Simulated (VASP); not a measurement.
Wanted: the native input for a VASP 6.6.1 run.

```yaml
Task: single point
Functional: PBE
Potentials_or_basis: VASP PAW PBE potentials, release 64 (Sb, Bi_d)
Cutoff: 520 eV
k_mesh: 2 × 2 × 2
Occupations: fermi-dirac, width 0.05 eV
Spin: no spin polarisation
Dipole_correction: no
Further_INCAR_settings: ALGO = Fast; EDIFF = 1e-06; NBANDS = 82
```

The structure of Bi2Sb lies in POSCAR:

```
Bi2Sb
1.0
    7.2213900000      0.1326850000      0.7728910000
    1.0446820000      7.7872220000      0.0195010000
    0.7209090000     -0.7634130000      7.5134030000
Sb Bi
4 8
Direct
    0.3064397753      0.9687858048      0.1534517932
    0.4007903652      0.0855955322      0.6699352524
    0.9116246850      0.3042079492      0.2929538222
    0.2357090887      0.7453610969      0.9060081404
    0.8400480154      0.9356465662      0.4444701563
    0.7711354661      0.3195839300      0.7187709926
    0.8148441439      0.6518553096      0.2204607505
    0.7872133998      0.0795661929      0.0081253765
    0.2612437061      0.3413043792      1.0112535311
    0.6602089373      0.7139870819      0.7827358644
    0.2164745874      0.7048714075      0.4750601082
    0.4078596423      0.2730531724      0.3791126529
```

The cell was built by a generator and needn't be a form met in nature.

These files were run (other wordings do the same):

INCAR

```
SYSTEM = Bi2Sb
ALGO = Fast ; EDIFF = 1E-6
ENCUT = 520 ; GGA = PE
ISIF = 2 ; ISMEAR = -1
LASPH = .True. ; LCHARG = .True.
LELF = .True. ; LREAL = .False.
LVHAR = .True. ; LWAVE = .False.
NBANDS = 82 ; NELM = 100
PREC = Accurate ; SIGMA = 0.05
```

KPOINTS

```
k-points
0
Gamma
  2 2 2
  0 0 0
```

Potentials or basis: VASP PAW PBE potentials, release 64 (Sb, Bi_d).

The run is started by

```bash
$ cat potpaw_PBE.64/Sb/POTCAR potpaw_PBE.64/Bi_d/POTCAR > POTCAR
$ mpirun -np 1 vasp_std > vasp.out
```

It gave:

| Property | Result |
| --- | --- |
| Pressure | 3.2 GPa |
| Largest force | 2.585 eV/Å |
| Band gap on the k mesh | none (metal or under the smearing width) |

Caveat: the k mesh is coarse (spacing up to 0.45 Å⁻¹), so the values aren't converged; spin-orbit coupling is left out, which moves the levels of the heavy elements.

Run time: 6.9 min on 1 thread of Intel(R) Xeon(R) Platinum 8559C (Emerald Rapids), with other jobs on the host, peak memory 0.52 GiB.
